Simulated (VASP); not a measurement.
```xyz
6
Lattice="4.8826 0.0000 0.0016 0.0000 3.3059 0.0000 -0.0054 0.0000 5.7754" Properties=species:S:1:pos:R:3 pbc="T T T"
Co     2.4386     1.6529     2.8885
Ni     0.0000     0.0000     0.0000
As     3.3817     1.6529     4.9810
As     1.4955     1.6529     0.7960
As     0.9730     0.0000     3.6459
As     3.9041     0.0000     2.1311
```

All values below come from PBEsol GGA, VASP's PBE PAW potentials (set 64) (plane waves; VASP 6.6.1). Settings: 400 eV cut-off, 7×10×6 Γ-centred mesh, tetrahedra with Blöchl corrections, potentials Co Ni As.

The cores are frozen, which limits the accuracy of field gradients.

Task: Give the principal components of the electric field gradient (V/Å²) and the asymmetry η at each nucleus.

Result: 
```
atom   Vxx   Vyy     Vzz     η
----  ----  ----  ------  ----
Co1   10.5   8.4   -18.9  0.11
Ni2   14.6   3.5   -18.1  0.61
As3   54.7  52.3  -107.0  0.02
As4   54.7  52.3  -107.0  0.02
As5   62.7  13.4   -76.2  0.65
As6   62.7  13.4   -76.2  0.65
```

The structure comes from a computed database's CoNiAs4 entry (P2/m); how it stands against other phases isn't given here. It was relaxed first. The run is not spin-polarised, so no magnetic state was tried.
